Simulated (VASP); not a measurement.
A cell of TiCo (CsCl type) near equilibrium:

```xyz
2
Lattice="2.9658 0.0000 0.0000 0.0000 2.9658 0.0000 0.0000 0.0000 2.9658" Properties=species:S:1:pos:R:3 pbc="T T T"
Ti     0.0000     0.0000     0.0000
Co     1.4829     1.4829     1.4829
```

The numbers are results of PBE GGA, VASP's PBE PAW potentials (set 64) (plane waves; VASP), not measurements.

```tsv
run	ΔE (meV/atom)	σxx	σyy	σzz	largest shear component, with its sign (GPa)	largest force (eV/Å)
as it is	0.0	0.45	0.45	0.45	0.00	0.000
after one change	8.2	6.20	6.20	6.20	0.00	0.000
```
Stress is in GPa, positive when the cell is compressed.

Q: Name the change that produced these shifts.
(A) uniaxial strain of -3.0 % along x
(B) atom 2 (Co) moved by -0.150 Å along x
(C) isotropic strain of -1.0 %
(D) uniaxial strain of -2.0 % along x

A: C, isotropic strain of -1.0 %

The compound is TiCo in the CsCl type structure. The run is not spin-polarised, so no magnetic state was tried. The electron count is odd and the run is not spin-polarised, which forces a metal.
